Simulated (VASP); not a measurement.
Consider the following.

```xyz
6
Lattice="1.5868 -2.7485 0.0000 1.5868 2.7485 0.0000 0.0000 0.0000 12.8288" Properties=species:S:1:pos:R:3 pbc="T T T"
Mo     1.5868     0.9162     3.2072
Mo     1.5868    -0.9162     9.6216
S      1.5868     0.9162    11.1738
S      1.5868    -0.9162     4.7594
S      1.5868    -0.9162     1.6550
S      1.5868     0.9162     8.0694
```

Calculation: SCAN meta-GGA, VASP's PBE PAW potentials (set 64) (plane waves; VASP). Run with 520 eV cut-off, 9×9×2 Γ-centred mesh, tetrahedra with Blöchl corrections, potentials Mo_sv S.

The cores are frozen, which limits the accuracy of field gradients.

**Question.** Give the principal components of the electric field gradient (V/Å²) and the asymmetry η at each nucleus.

**Answer.** 
```csv
atom,Vxx,Vyy,Vzz,η
Mo1,39.5,39.5,-78.9,0.00
Mo2,39.5,39.5,-78.9,0.00
S3,27.9,27.9,-55.8,0.00
S4,27.9,27.9,-55.8,0.00
S5,27.9,27.9,-55.8,0.00
S6,27.9,27.9,-55.8,0.00
```

The compound is MoS2 in the 2H layered structure. It was relaxed first, which changed the volume by +5 %.
